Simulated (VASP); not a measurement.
Given:

```xyz
64
Lattice="10.9371 0.0000 0.0000 0.0000 10.9371 0.0000 0.0000 0.0000 10.9371" Properties=species:S:1:pos:R:3 pbc="T T T"
Si     5.4683     0.0013     0.0022
Si     6.8425     1.3674     1.3700
Si     8.2041     2.7317     0.0066
Si     9.5701     4.0942     1.3691
Si     8.2036     0.0034     2.7347
Si     9.5707     1.3683     4.0938
Si    10.9369    10.9369    10.9367
Si     1.3687     1.3688     1.3684
Si     2.7348     2.7339    10.9350
Si     4.1011     4.1006     1.3627
Si     5.4680     5.4676     0.0024
Si     6.8372     6.8377     1.3590
Si     8.2034     8.2036    10.9332
Si     9.5687     9.5689     1.3685
Si     2.7350    10.9362     2.7350
Si     4.1015     1.3638     4.1013
Si     5.4515     2.7225     2.7224
Si     6.9482     3.9977     3.9965
Si     8.2217     5.4919     2.7182
Si     9.5784     6.8394     4.1012
Si     5.4681     0.0005     5.4678
Si     6.8367     1.3595     6.8371
Si     8.2212     2.7181     5.4912
Si     9.5803     4.0994     6.8385
Si     8.2030    10.9333     8.2030
Si     9.5686     1.3686     9.5685
Si    10.9357     5.4682     0.0031
Si     1.3666     6.8425     1.3685
Si     2.7326     8.2049     0.0060
Si     4.0940     9.5722     1.3684
Si    10.9348     2.7343     2.7341
Si     1.3619     4.1014     4.1006
Si     2.7198     5.4500     2.7194
Si     3.9922     6.9507     3.9915
Si     5.4910     8.2218     2.7168
Si     6.8381     9.5770     4.1020
Si    10.9348    10.9367     5.4692
Si     1.3661     1.3656     6.8422
Si     2.7178     2.7186     5.4506
Si     3.9826     3.9890     6.9597
Si     6.9448     6.9425     6.9519
Si     8.2166     8.2159     5.4514
Si     9.5684     9.5698     6.8428
Si     2.7339     0.0040     8.2033
Si     4.0944     1.3665     9.5721
Si     5.4906     2.7162     8.2233
Si     6.8379     4.0987     9.5818
Si     8.2216     5.4445     8.2235
Si     9.5716     6.8427     9.5713
Si     0.0041     8.2044     2.7343
Si     1.3670     9.5730     4.0943
Si     0.0002     5.4681     5.4677
Si     1.3577     6.8389     6.8364
Si     2.7168     8.2218     5.4895
Si     4.1002     9.5785     6.8378
Si     0.0056     2.7327     8.2041
Si     1.3652     4.0943     9.5748
Si     2.7120     5.4937     8.2266
Si     4.0996     6.8396     9.5818
Si     5.4470     8.2204     8.2226
Si     6.8427     9.5722     9.5717
Si    10.9325     8.2044     8.2027
Si     1.3685     9.5691     9.5684
Se     5.4625     5.4709     5.4770
```
Cell charge +1.

Calculation: HSE06 screened hybrid, VASP's PBE PAW potentials (set 64) (plane waves; VASP). Settings: PREC = Normal, LREAL = Auto, ISYM = 0, NELECT = 257.0, EDIFF = 1E-5, 400 eV cut-off, 1×1×1 Γ-centred mesh, Gaussian smearing of 0.050 eV, potentials Si Se. Starting moments (MAGMOM): 64*0.0156. The cell's moment is fixed (NUPDOWN = 1).

The cell is charged, with a uniform compensating background. The supercell is sampled at Γ alone, which is coarse: total energies, pressure and levels can be off, energies of defects by several tenths of an eV.

Question: Predict the cell moment, energy per atom (σ→0), largest force.

Answer: 
| Item | Value |
|---|---|
| cell moment | 1.00 μB |
| energy per atom (σ→0) | -6.256 eV/atom |
| largest force | 0.00414 Ry/bohr |

Total energies compare only between runs with the same potentials, cut-off and functional.

The cell is a supercell with a defect, built from Si (diamond): Se_Si, charge +1. The cell's shape comes from a PBE relaxation.
